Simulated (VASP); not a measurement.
OSZICAR of a VASP run on P (relaxed from the beta-Sn structure, space group I4_1/amd):

### OSZICAR
```
       N       E                     dE             d eps       ncg     rms          rms(c)
DAV:   1     0.124758164153E+02    0.12476E+02   -0.39827E+03  8664   0.758E+02
DAV:   2    -0.103368118809E+02   -0.22813E+02   -0.22130E+02 13402   0.109E+02
DAV:   3    -0.109662118139E+02   -0.62940E+00   -0.62079E+00 10566   0.181E+01
DAV:   4    -0.109709849690E+02   -0.47732E-02   -0.47951E-02 11744   0.157E+00
DAV:   5    -0.109710120318E+02   -0.27063E-04   -0.27544E-04 10598   0.877E-02    0.662E+00
DAV:   6    -0.109562479211E+02    0.14764E-01   -0.30227E-03 10310   0.423E-01    0.389E+00
DAV:   7    -0.109478359990E+02    0.84119E-02   -0.66280E-03  9715   0.626E-01    0.984E-02
DAV:   8    -0.109478479701E+02   -0.11971E-04   -0.19690E-04  9777   0.113E-01    0.168E-02
DAV:   9    -0.109478513222E+02   -0.33521E-05   -0.38724E-06 12411   0.174E-02    0.679E-03
DAV:  10    -0.109478505073E+02    0.81490E-06   -0.18430E-07  8355   0.348E-03    0.189E-03
DAV:  11    -0.109478503248E+02    0.18247E-06   -0.35022E-08  4877   0.143E-03    0.148E-04
DAV:  12    -0.109478503139E+02    0.10904E-07   -0.28708E-09  4781   0.499E-04
   1 F= -.10947850E+02 E0= -.10947850E+02  d E =0.000000E+00
```

Which electronic solver shows in the log?

It is blocked Davidson (ALGO = Normal, or the opening steps of other solvers). The INCAR had ALGO = Normal.

Can the final energy be trusted as converged?

The calculation finished and met its thresholds. It stopped with EDIFF = 1E-7, NELM = 100 (PBEsol GGA, plane waves, VASP's PBE PAW potentials (set 64)).

The structure was generated: P was put into the beta-Sn type (I4_1/amd), which need not be its known phase. It was relaxed first, which changed the volume by -5 %.
